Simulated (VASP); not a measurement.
An input for Ansatz (written as the equivalent of a VASP run, and not itself run):

Ansatz 0.2 input:
```yaml
crystal:
  lattice:
    - [0.0000000, 2.0700000, 2.0700000]
    - [2.0700000, 0.0000000, 2.0700000]
    - [2.0700000, 2.0700000, 0.0000000]
  atoms:
    - { symbol: V, position: [0.0000000, 0.0000000, 0.0000000] }
    - { symbol: N, position: [0.5000000, 0.5000000, 0.5000000] }
kpoints:
  mp_grid: { grid: [14, 14, 14] }
hamiltonian:
  xc: pbe
  dispersion: d4
  pseudopotentials: { kind: paw }
scf:
  occupations: { method: methfessel_paxton, width: 0.1 }
  max_iter: 100
relax:
  max_steps: 60
  f_tol: 0.01
  cell: {}
output: { forces: true, stress: true, eigenvalues: true }
```

**Question.** Write the VASP files for the same calculation (PBE-D4).

**Answer.** This is not unique; one that fits is 
### KPOINTS
```
kpoints
0
gamma
 14 14 14
0 0 0
```

### POSCAR
```
VN
1
    0.0000000000     2.0700000000     2.0700000000
    2.0700000000     0.0000000000     2.0700000000
    2.0700000000     2.0700000000     0.0000000000
V N
1 1
Direct
  0.0000000000   0.0000000000   0.0000000000
  0.5000000000   0.5000000000   0.5000000000
```

**INCAR**
```
# general
SYSTEM   =  VN
PREC     =  Accurate
ENCUT    =  520
LREAL    =  .False.
LASPH    =  .True.

# electronic loop
EDIFF    =  1E-6
NELM     =  100
ALGO     =  Normal
LMAXMIX  =  4

# smearing
ISMEAR   =  1
SIGMA    =  0.1

# functional
GGA      =  PE
IVDW     =  13

# ions
IBRION   =  2
NSW      =  60
ISIF     =  3
EDIFFG   =  -0.01

# output
LWAVE    =  .False.
LCHARG   =  .False.
```

POTCAR, in this order: V_sv N (PBE.64 set). Program: vasp_std.

Limits of the translation: each code has its own PAW files, so the cut-off isn't converted (ENCUT is set for VASP's; basis.ecutwfc is left out, and Ansatz then takes the one that its files recommend); Ansatz stops its SCF on the density residual and VASP on the energy change (EDIFF).

The compound is VN in the rock salt structure, which distorts at low temperature. This run relaxes it. Symmetry was kept, so distortions that lower it aren't found.
